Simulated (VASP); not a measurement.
# A VASP study of TiSi2 (r2SCAN): structure first, properties next, part 5 of 5

What structure does TiSi2 take at this level, and what are its properties? The start is a computed cell from the Materials Project.

VASP 6.6.1; r2SCAN; plane waves and PAW (Ti_sv, Si).

So far. Step 5 (Total and projected DOS (r2SCAN)): The finer mesh and the other smearing move the Fermi level by -0.01 eV from the 6×6×6 run, a small shift, which tests the Fermi level alone. Of the states within 0.3 eV of the Fermi level, the largest shares in the PAW spheres are Ti d 57 % and Si p 9 %. The rest lies in smaller channels or between the spheres. The relaxed cell has a, b, c = 3.534, 13.527, 3.559 Å (conventional setting).

### 8. Band structure (r2SCAN) with a changed input (continued)

OUTCAR, selected parts (step 8):

```text
   k-points           NKPTS =     52   k-points in BZ     NKDIM =     52   number of bands    NBANDS=     32

   ENCUT  =  250.0 eV  18.37 Ry    4.29 a.u.   4.56  4.59  9.01*2*pi/ulx,y,z

   NELECT =      40.0000    total number of electrons

 E-fermi :  10.6231

 k-point     1 :       0.0000    0.0000    0.0000
  band No.  band energies     occupation
    ...
     15       7.8432      2.00000
     16       7.9398      2.00000
     17       8.3252      2.00000
     18       8.3938      2.00000
     19       8.4039      2.00000
     20      11.0883      0.00000
     21      11.4731      0.00000
     22      11.5375      0.00000
     23      11.5753      0.00000
     24      11.9942      0.00000
    ...

  Total       -0.9858928     -1.0164971     -0.9666782      0.0000000      0.0000000      0.0000000
  in kB      -18.5670354    -19.1433975    -18.2051738      0.0000000      0.0000000      0.0000000
  external PRESSURE =     -18.6385356 kB  Pullay stress =       0.0000000 kB

 POSITION                                       TOTAL-FORCE (eV/Angst)
 -----------------------------------------------------------------------------------
      1.76695     -5.36920      2.66955        -0.000000      0.005361      0.000000
      3.53391     -1.39420      0.88985        -0.000000     -0.005361      0.000000
      1.76695     -0.79219      2.66955        -0.000000     -0.001905     -0.000000
      3.53391     -5.97121      0.88985         0.000000      0.001905     -0.000000
      3.53391     -3.37373      2.66955         0.000000      0.009802     -0.000000
      1.76695     -3.38968      0.88985        -0.000000     -0.009802     -0.000000
 -----------------------------------------------------------------------------------
    total drift:                                0.000000     -0.000000      0.000000

  FREE ENERGIE OF THE ION-ELECTRON SYSTEM (eV)
  ---------------------------------------------------
  free  energy   TOTEN  =       -64.2078070971 eV

  energy  without entropy=      -64.2061948579  energy(sigma->0) =      -64.20700098

[... 5 parts as in an earlier step ...]

[... 10 further parts left out ...]
```

The run converged; its settings lie outside those of the reference runs, so its numbers are set aside.

Against the sound run on this cell (band structure (r2SCAN)) the energy at zero smearing moves by +8.1 meV an atom and the pressure by -1.84 GPa.

Settings moved from the usual: ENCUT = 250 and NBANDS = 32.

The cutoff falls from 400 to 250 eV, which shrinks the basis; the stress suffers most (Pulay stress), and PAW energies need not rise evenly as the basis shrinks.

### 9. Relaxing the atoms (r2SCAN) with a changed input

This run is made with a changed input; what comes of it follows.

Input file INCAR:

```
SYSTEM = TiSi2
PREC = Accurate
ENCUT = 400
EDIFF = 1E-06
NELM = 52
ISMEAR = 0
SIGMA = 0.05
LREAL = .FALSE.
ALGO = Normal
METAGGA = R2SCAN
LASPH = .TRUE.
NBANDS = 26
LORBIT = 11
LWAVE = .FALSE.
LCHARG = .FALSE.
KPAR = 4
IBRION = 2
NSW = 3
ISIF = 2
EDIFFG = -0.01
```

Input file POSCAR:

```
TiSi2
1.0
    3.5339059832      0.0000000000      0.0000000000
    0.0000000000      0.0000000000      3.5594027318
    1.7669529916     -6.7634078204      0.0000000000
Ti Si
2 4
Direct
    0.1030696015      0.7500000000      0.7938607970
    0.8969303985      0.2500000000      0.2061392030
    0.4414352673      0.7500000000      0.1171294654
    0.5585647327      0.2500000000      0.8828705346
    0.7505898266      0.7500000000      0.4988203469
    0.2494101734      0.2500000000      0.5011796531
```

Input file KPOINTS:

```
Automatic mesh
0
Gamma
6 6 6
0 0 0
```

PAW data sets: Ti_sv and Si (PBE family, release 64).

Started as:

```sh
$ mpirun -np 4 vasp_std
```

Output:

```text
[... set-up lines as in an earlier step ...]
 entering main loop
       N       E                     dE             d eps       ncg     rms          rms(c)
[... 12 cycles as in an earlier step ...]
DAV:  13    -0.642563033981E+02   -0.67375E-05   -0.98450E-06  3098   0.253E-02    0.734E-03
DAV:  14    -0.642563037572E+02   -0.35904E-06   -0.16736E-06  2636   0.110E-02
   1 F= -.64256304E+02 E0= -.64255491E+02  d E =-.642563E+02
 curvature:   0.00 expect dE= 0.000E+00 dE for cont linesearch  0.000E+00
 trial: gam= 0.00000 g(F)=  0.608E-05 g(S)=  0.000E+00 ort = 0.000E+00 (trialstep = 0.100E+01)
 search vector abs. value=  0.608E-05
 reached required accuracy - stopping structural energy minimisation
```

Elapsed: 25 s, on 4 MPI ranks of Intel Xeon 6975P-C (Granite Rapids), shared host; peak memory 0.8 GiB; 95 s of CPU time.

Parts of OUTCAR (step 9):

```text
   NELECT =      40.0000    total number of electrons

 E-fermi :  10.6145

 k-point     1 :       0.0000    0.0000    0.0000
  band No.  band energies     occupation
    ...
     15       7.8369      2.00000
     16       7.9299      2.00000
     17       8.3205      2.00000
     18       8.3853      2.00000
     19       8.3964      2.00000
     20      11.0747      0.00000
     21      11.4543      0.00000
     22      11.5287      0.00000
     23      11.5696      0.00000
     24      11.9822      0.00000
    ...

  Total       -0.0132834     -0.0216064      0.0169614      0.0000000     -0.0000000      0.0000000
  in kB       -0.2501624     -0.4069075      0.3194296      0.0000000     -0.0000000      0.0000000
  external PRESSURE =      -0.1125468 kB  Pullay stress =       0.0000000 kB

 POSITION                                       TOTAL-FORCE (eV/Angst)
 -----------------------------------------------------------------------------------
      1.76695     -5.36920      2.66955         0.000000     -0.002847      0.000000
      3.53391     -1.39420      0.88985        -0.000000      0.002847      0.000000
      1.76695     -0.79219      2.66955         0.000000     -0.003312      0.000000
      3.53391     -5.97121      0.88985        -0.000000      0.003312      0.000000
      3.53391     -3.37373      2.66955        -0.000000      0.006628     -0.000000
      1.76695     -3.38968      0.88985        -0.000000     -0.006628     -0.000000
 -----------------------------------------------------------------------------------
    total drift:                                0.000000     -0.000000     -0.000000

  FREE ENERGIE OF THE ION-ELECTRON SYSTEM (eV)
  ---------------------------------------------------
  free  energy   TOTEN  =       -64.2563037572 eV

  energy  without entropy=      -64.2546782517  energy(sigma->0) =      -64.25549100

[... 12 parts as in an earlier step ...]

[... 6 further parts left out ...]
```

The run converged. In energy (within 2 meV an atom) it ends like the sound relaxation.

Against the sound run on this cell (electric field gradients (r2SCAN)) the energy at zero smearing moves by +0.0 meV an atom and the pressure by +0.01 GPa.

Settings moved from the usual: NELM = 52 and NSW = 3.

### 10. Results

* relaxed volume: 14.18 Å³/atom
* relaxed conventional cell a, b, c: 3.534, 13.527, 3.559 Å
* space group after relaxing, within 0.02 Å: Cmcm (No. 63)
* band gap: none, a metal
* DOS at the Fermi level: 1.06 states/eV/cell
* largest field gradient Vzz: 42.93 V/Å² on Si3

What this shows: With r2SCAN, TiSi2 relaxes to 14.18 Å³/atom in space group Cmcm (held by the symmetry of the run) and comes out as a metal. Band structure (r2SCAN): Of the bands kept, 2 cross the Fermi level on this path. The k-sampling is coarse for a metal, so the Fermi level, pressures and the shape of the cell carry errors. No search among competing phases was made, and a listed structure need not be the one stable at ambient conditions. All values are for a static lattice at zero temperature.

[Lines on the potential files, build, host, timing and source positions are cut from VASP's logs without a mark.]

[Logs are printed without paths, hosts, clocks, repeated set-up lines and the standing remarks that a program may print on its own settings, such as how far it seeks lower states.]

[Hosts, paths, dates, database ids (printed as entryN), source tags and the programs' standing remarks are cut or masked in the printed files.]

[A measured line is paired with the nearest computed mode of its activity, which favours agreement.]

[In band tables of VASP the shares of atoms and orbitals are scaled to a sum of 1 inside the atoms' spheres.]
